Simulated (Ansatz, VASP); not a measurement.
# InAs: VASP beside Ansatz, part 2 of 2

Aim: how closely do two programs agree when they are given the same cell, functional and k mesh? The cell is taken from a series of runs on this material, whose earlier steps may have relaxed, scaled, displaced or heated it; both programs get it as it stands.

VASP 6.6.1 and Ansatz 0.2.0.

So far. Step 2 (VASP: single point, HSE06): The run ends at a pressure of 0.40 GPa.

### Step 3. Ansatz: single point, HSE06

Level of this step: Ansatz beside VASP: Kohn-Sham DFT, plane waves, HSE06 (Ansatz).

Ansatz runs on its PAW soft_1 files.

The same cell, functional, mesh and smearing now go to Ansatz.

input.yaml

```yaml
crystal:
  lattice:
    - [0.0, 3.0440845663, 3.0440845663]
    - [3.0440845663, 0.0, 3.0440845663]
    - [3.0440845663, 3.0440845663, 0.0]
  atoms:
    - { symbol: In, position: [0.0, 0.0, 0.0] }
    - { symbol: As, position: [0.75, 0.75, 0.75] }
kpoints:
  mp_grid: { grid: [5, 5, 5] }
scf:
  occupations: { method: fermi_dirac, width: 0.02 }
hamiltonian:
  xc: hse06
  pseudopotentials: { kind: paw, azcp: { folder: soft_1 } }
basis:
  ecutwfc: 600
output:
  forces: true
  stress: true
```

Command:

```console
$ ansatz run input.yaml --threads 8 --pin off --max-ram 18432MiB --backend cpu --events-out ev --progress --plain --runs-dir out
```

Numbers of over 12 decimals in the logs are rounded to 6 here.

Log:

```text
Warning: output.stress: scf.convergence.dr2_threshold = 1e-7 eV (the SCF's general default) is looser than the 2e-10 eV advised for a printed stress (1e-10 eV for each atom of the cell: 2). What an SCF threshold leaves in a stress goes as its square root, and in the free energy as the threshold itself, and one threshold admits the most on a small cell: [figures from the program's tests cut] Set scf.convergence.dr2_threshold to 2e-10 eV or tighter. The threshold is an SCF's pass mark: one that does not reach it within its budget of iterations ends unconverged, or closes short of it on a stop that the run arms, and scf.convergence.dr2_threshold's page says what that costs each kind of run
Warning: output.stress: scf.exx.energy_threshold = 1e-6 eV is looser than the 2e-8 eV advised for a stress under a hybrid functional (1e-8 eV for each atom of the cell: 2). Every SCF of the exchange loop can meet its threshold on dr2 while the loop round them stops early: no threshold on dr2 bounds what that leaves in the stress. Set scf.exx.energy_threshold to 2e-8 eV or tighter. The threshold is the loop's pass mark: a loop that does not reach it within its budget of cycles ends unconverged, and scf.exx.energy_threshold's page has the law
Engine: ansatz 0.2.0, aarch64-unknown-linux-gnu
Pseudopotentials: kind: paw
Pseudopotential: In, paw, valence charge 13, recommended cutoff 420 eV (normal), soft_1/In.paw.azcp
Pseudopotential: As, paw, valence charge 15, recommended cutoff 420 eV (normal), soft_1/As.paw.azcp
Functional definition: HSE06
  parameter a = 0.25
  parameter omega = 0.11/bohr
  exchange = pbe_x - a*pbe_x_sr(omega) + a*exact_x_sr(omega)
  correlation = pbe_c
Crystal: 2 atoms, lattice volume = 56.416 Å³
Basis set: ecut = 600 eV, 1893 PW (Γ), exchange–correlation on 72×72×72 points (8 copies of the dense FFT grid, shifted against one another)
Bands: 18, of which v1, the nominal top of the filled ones, is band 14 counted from 1 (13 counted from 0)
Symmetry: 24 space group operations
Space group: F-43m (ITA 216), of the structure as read, at distance tolerance 3.8e-5 Å
k-points: 10 of 125 (time reversal used)
Non-local potential: In, projectors of the file, l = 0: 2, l = 1: 2, l = 2: 2, l = 3: 1
Non-local potential: As, projectors of the file, l = 0: 2, l = 1: 2, l = 2: 3, l = 3: 1
PAW form: soft (Blöchl's): semilocal exchange-correlation on the pseudo side does not see the compensation charge
PAW frozen core: In, regenerated for the run's functional, and the local potential with it (the file was generated under x = pbe(κ = 0.804, μ = 0.219515), c = pbe(β = 0.066725))
PAW frozen core: As, regenerated for the run's functional, and the local potential with it (the file was generated under x = pbe(κ = 0.804, μ = 0.219515), c = pbe(β = 0.066725))
PAW one-centre angular grid: In, 590 points (default); XC on 64 Gauss nodes
PAW one-centre angular grid: As, 590 points (default); XC on 64 Gauss nodes
Initial density: superposition of atomic densities (chi_scale 0.1, normalization cell, long waves kept (reshape's long-wave potential 0.00 eV rms))
Initial wavefunctions: pseudopotential atomic-orbital guess
Functional: x = pbe(κ = 0.804, μ = 0.219515), c = pbe(β = 0.066725), warm-up for x = pbe(κ = 0.804, μ = 0.219515) + 0.25 (exact − pbe) at short range (hse, ω = 0.207870 Å⁻¹), c = pbe(β = 0.066725); HSE06 as pw.x's `hse` composes it (authors' and Libxc's form: `xc: wpbeh`)
SCF iter   1: F=—  HF=-10454.501057 eV  |F-HF|=—  |Δ(HF+E_count)|=         —  Δρ=3.01e-2  dr2=3.99e-1  ethr=1.00e-1  ⟨swp⟩=5.4  Hψ=502  notcnv=0
preconditioner: auto → none  [insulator: Δε(μ)=1.066 eV  Ē_g=14.740 eV  σ=0.020 eV  W_gap=0.64  n_scr=14 (ndim 8)  ℏωp=21.0 eV  f_vac=0.010  D(μ)=0.53/eV (n_scr^D=0)]
SCF iter   2: F=—  HF=-10454.486153 eV  |F-HF|=—  |Δ(HF+E_count)|=   1.49e-2  Δρ=1.29e-2  dr2=7.18e-2  ethr=1.42e-3  ⟨swp⟩=4.8  Hψ=472  notcnv=0
iter 3 solved again at ethr=7.27e-6 eV; its pass at ethr=2.56e-4 eV (dr2=2.03e-3 eV) is discarded
SCF iter   3: F=—  HF=-10454.480466 eV  |F-HF|=—  |Δ(HF+E_count)|=   5.69e-3  Δρ=2.42e-3  dr2=1.87e-3  ethr=7.27e-6  ⟨swp⟩=4.7  Hψ=1035  notcnv=0  defer=2
SCF iter   4: F=—  HF=-10454.480102 eV  |F-HF|=—  |Δ(HF+E_count)|=   3.64e-4  Δρ=5.40e-4  dr2=1.59e-4  ethr=6.67e-6  ⟨swp⟩=3.3  Hψ=467  notcnv=0
SCF iter   5: F=—  HF=-10454.480127 eV  |F-HF|=—  |Δ(HF+E_count)|=   2.46e-5  Δρ=2.96e-4  dr2=2.34e-5  ethr=5.68e-7  ⟨swp⟩=4.0  Hψ=426  notcnv=0
SCF iter   6: F=—  HF=-10454.480148 eV  |F-HF|=—  |Δ(HF+E_count)|=   2.14e-5  Δρ=1.00e-4  dr2=2.83e-6  ethr=8.36e-8  ⟨swp⟩=4.0  Hψ=468  notcnv=0
SCF iter   7: F=—  HF=-10454.480146 eV  |F-HF|=—  |Δ(HF+E_count)|=   2.35e-6  Δρ=3.31e-5  dr2=4.20e-7  ethr=1.01e-8  ⟨swp⟩=3.3  Hψ=461  notcnv=0
SCF iter   8: F=—  HF=-10454.480146 eV  |F-HF|=—  |Δ(HF+E_count)|=   4.60e-7  Δρ=5.02e-6  dr2=1.68e-8  ethr=1.50e-9  ⟨swp⟩=4.0  Hψ=523  notcnv=0
SCF iter   9: F=-10454.480146 eV  HF=-10454.480146 eV  |F-HF|=1.06e-10  |Δ(HF+E_count)|=   2.31e-9  Δρ=7.45e-7  dr2=2.75e-10  ethr=5.99e-11  ⟨swp⟩=3.2  Hψ=361  notcnv=0
SCF 1 converged in 9 iterations: F = -10454.480146 eV  dr2 = 2.75e-10
  greatest PAW one-centre occupation: 0.999 electrons in one spin orbital (limit 2), on the As atom at site 1 (counted from 0), in its partial waves of l = 2
Initial density: handed on by an earlier stage of this run
Initial wavefunctions: those handed on with the density
Functional: x = pbe(κ = 0.804, μ = 0.219515) + 0.25 (exact − pbe) at short range (hse, ω = 0.207870 Å⁻¹), c = pbe(β = 0.066725); HSE06 as pw.x's `hse` composes it (authors' and Libxc's form: `xc: wpbeh`)
Exchange kernel: α = 0.2500, screened, ω = 0.2079 Å⁻¹, Wigner–Seitz truncation, v(0) = 1045.6668 eV·Å³, q-mesh 5×5×5, nearest image of the exchange supercell L = 21.52 Å, pair-density grid 20×20×20, without the augmentation charges, whose exchange is taken in its separable form by FFT convolution over the k-point mesh (sized by the pseudopotential files, 30×30×30 at the most), smooth part of the exact exchange by density-matrix convolution
Frozen-core exchange: fock
iter 1 solved again at ethr=2.92e-5 eV; its pass at ethr=1.00e-1 eV (dr2=8.18e-3 eV) is discarded
SCF iter   1: F=—  HF=-10459.702568 eV  |F-HF|=—  |Δ(HF+E_count)|=         —  Δρ=5.64e-3  dr2=1.03e-2  ethr=2.92e-5  ⟨swp⟩=5.1  Hψ=1112  notcnv=0
preconditioner: auto → none  [insulator: Δε(μ)=0.306 eV  Ē_g=16.654 eV  σ=0.020 eV  W_gap=1.00  n_scr=14 (ndim 8)  ℏωp=21.0 eV  f_vac=0.101  D(μ)=0.00/eV (n_scr^D=0)]
SCF iter   2: F=—  HF=-10459.703427 eV  |F-HF|=—  |Δ(HF+E_count)|=   8.60e-4  Δρ=2.90e-3  dr2=2.18e-3  ethr=2.92e-5  ⟨swp⟩=4.3  Hψ=521  notcnv=0
SCF iter   3: F=—  HF=-10459.703514 eV  |F-HF|=—  |Δ(HF+E_count)|=   8.63e-5  Δρ=7.85e-4  dr2=1.83e-4  ethr=7.68e-6  ⟨swp⟩=3.5  Hψ=452  notcnv=0  defer=1
SCF iter   4: F=—  HF=-10459.703501 eV  |F-HF|=—  |Δ(HF+E_count)|=   1.26e-5  Δρ=2.41e-4  dr2=1.87e-5  ethr=6.50e-7  ⟨swp⟩=3.8  Hψ=448  notcnv=0
SCF iter   5: F=-10459.703489 eV  HF=-10459.703489 eV  |F-HF|=8.13e-7  |Δ(HF+E_count)|=   1.18e-5  Δρ=3.34e-5  dr2=6.65e-7  ethr=6.64e-8  ⟨swp⟩=3.0  Hψ=426  notcnv=0
SCF 2 stopped early in 5 iterations: F = -10459.703489 eV  dr2 = 6.65e-7
hybrid outer 1: dexx = +1.056e-2 eV, tail = 3.66e-5 eV
Exchange kernel: α = 0.2500, screened, ω = 0.2079 Å⁻¹, Wigner–Seitz truncation, v(0) = 1045.6668 eV·Å³, q-mesh 5×5×5, nearest image of the exchange supercell L = 21.52 Å, pair-density grid 20×20×20, without the augmentation charges, whose exchange is taken in its separable form by FFT convolution over the k-point mesh (sized by the pseudopotential files, 30×30×30 at the most), smooth part of the exact exchange by density-matrix convolution
Frozen-core exchange: fock
SCF iter   1: F=—  HF=-10459.703637 eV  |F-HF|=—  |Δ(HF+E_count)|=         —  Δρ=7.50e-5  dr2=1.61e-6  ethr=6.53e-7  ⟨swp⟩=4.5  Hψ=416  notcnv=0
preconditioner: auto → none  [insulator: Δε(μ)=0.430 eV  Ē_g=16.639 eV  σ=0.020 eV  W_gap=1.00  n_scr=14 (ndim 8)  ℏωp=21.0 eV  f_vac=0.105  D(μ)=0.00/eV (n_scr^D=0)]
SCF iter   2: F=—  HF=-10459.703638 eV  |F-HF|=—  |Δ(HF+E_count)|=   7.18e-7  Δρ=3.55e-5  dr2=4.38e-7  ethr=5.45e-9  ⟨swp⟩=4.0  Hψ=576  notcnv=0
SCF iter   3: F=—  HF=-10459.703638 eV  |F-HF|=—  |Δ(HF+E_count)|=   6.54e-8  Δρ=7.09e-6  dr2=6.36e-8  ethr=1.55e-9  ⟨swp⟩=3.2  Hψ=408  notcnv=0  defer=1
SCF iter   4: F=-10459.703638 eV  HF=-10459.703638 eV  |F-HF|=3.17e-9  |Δ(HF+E_count)|=   2.17e-8  Δρ=3.09e-6  dr2=6.05e-9  ethr=1.98e-10  ⟨swp⟩=3.4  Hψ=391  notcnv=0  defer=2
SCF 3 converged in 4 iterations: F = -10459.703638 eV  dr2 = 6.05e-9
  Residual-converged pass: ⟨swp⟩=3.2  Hψ=439  notcnv=0  max |occ|·‖R‖ = 2.4e-6 eV (tolerance 2.4e-6 eV)  dr2=5.60e-9  dr2_onsite=1.15e-9  max |Δocc| = 3.0e-11
hybrid outer 2: dexx = +5.827e-7 eV, tail = 2.38e-8 eV, Δε = 4.73e-3 eV (about 1.77e-4 eV left of the loop's levels)
hybrid SCF converged: 2 outer / 9 inner (+9 warm-up), last move |dexx| = 5.83e-7 eV, tail = 2.38e-8 eV
Stability not checked: this state was not tested for a lower state beside it, because the functional holds exact exchange (a hybrid, or Hartree-Fock), whose exchange loop this test does not read (fock_operator; see scf.lower_state_search)
Free energy (F): -10459.703638 eV
Frozen-core exchange: fock
Harris-Foulkes:  -10459.703638 eV  (|F-HF|=3.17e-9)
Internal energy: -10459.703638 eV  (E = F + TS)
E sigma→0 (E₀):  -10459.703638 eV
Entropy (-TS):   -0.000000 eV (-0.000 meV/atom)
Fermi energy:    7.254446 eV
--- Per-component energies (eV) ---
  E_band       = -389.193950
  E_kinetic    = 316.006538
  E_local      = -3504.490941  (includes V_loc(G=0)·N_el)
  E_nonlocal   = -68.690917
  E_hartree    = 1744.873745
  E_xc         = -170.960944
  E_vxc        = -130.557386  (∫ρ·V_xc dr)
  E_exx        = -93.572255  (= α·E_x^exact, valence–valence)
  E_paw        = -6176.480932  (= ΣΔE_a)
  E_vpaw       = -304.059790  (= ΣTr[D̂ρ^β])
  E_aug_tail   = -0.000049  (compensation charges beyond the density's cutoff)
  E_ewald      = -2506.138866
  E_core_change = -0.249009  (= ΣΔE_core)
  E_smearing   = -0.000000  (= −TS)
  E_closure    = -0.000007  (closes the sum)
  Σ components = -10459.703638   (vs F -10459.703638, Δ=0.00e0)
--- Forces (eV/Å), atoms counted from 1 ---
  atom   1  In    -0.00000000     0.00000000    -0.00000000
  atom   2  As     0.00000000    -0.00000000    -0.00000000
  max |Σ_I F_I| component: 2.17e-16 eV/Å
--- Stress (GPa, compression-positive) ---
        0.606732      -0.000000       0.000000
       -0.000000       0.606732       0.000000
       -0.000000       0.000000       0.606732
  P = ⅓ Tr σ = 0.6067 GPa (6.067 kbar)
--- Band table (eV; the first three rows and the last of 10) ---
  k-point 0: bands = [... 10 lower, -5.8473, 7.0280, 7.0280, 7.0280, 7.4589]
  k-point 1: bands = [... 10 lower, -5.4282, 3.9441, 6.5952, 6.5952, 8.9460]
  k-point 2: bands = [... 10 lower, -4.5127, 1.3162, 6.0635, 6.0635, 8.6904]
  k-point 9: bands = [... 10 lower, -3.8724, 1.1522, 3.8364, 4.6709, 11.4573]
  guard bands above this table: 3 of the run's 18 bands. The solve was not asked for them (output.publish_guard_bands: true or output.eigenvalues: true publishes all)
```

The column dr2 measures how far the density is from self-consistency, as an energy; F and HF (Harris–Foulkes) agree once it is small.

The run ends at a pressure of 0.61 GPa.

### Step 4. Comparison

Known differences besides the potentials themselves: exact exchange at q = 0 is treated differently, which shows on coarse meshes; VASP keeps PBE cores, Ansatz makes them for the functional; the data sets hold 28 valence electrons in Ansatz (on its PAW soft_1 files) and 18 in VASP; the cutoff is 600 eV in Ansatz and 400 eV in VASP; VASP takes a coarser grid for exact exchange (PRECFOCK = Fast). Total energies have different zeros and are not compared.

Both answers:

```tsv
quantity	Ansatz	VASP	difference
pressure (GPa)	0.61	0.40	+0.21
gap on the k mesh (eV)	0.431	0.430	+0.001
```

A gap on the mesh is an upper bound, since the band edges may lie between its points.

### Step 5. Summary of results

```json
{
  "difference in gap on the k mesh (single point, HSE06)": "6.9e-4 eV"
}
```

**Reading.** The difference in gap on the k mesh is 6.9e-4 eV (single point, HSE06), within the 0.08 eV picked in this series as the mark of a large difference. The data sets hold unlike numbers of valence electrons (28 in Ansatz and 18 in VASP), so part of the differences comes from the potentials. How closely two codes agree says nothing of how well the functional describes the real material.

[Lines on the potential files, build, host, timing and source positions are cut from VASP's logs without a mark.]

[Logs are printed without paths, hosts, clocks, repeated set-up lines and the standing remarks that a program may print on its own settings, such as how far it seeks lower states.]

[Hosts, paths, dates, database ids (printed as entryN), source tags and the programs' standing remarks are cut or masked in the printed files.]
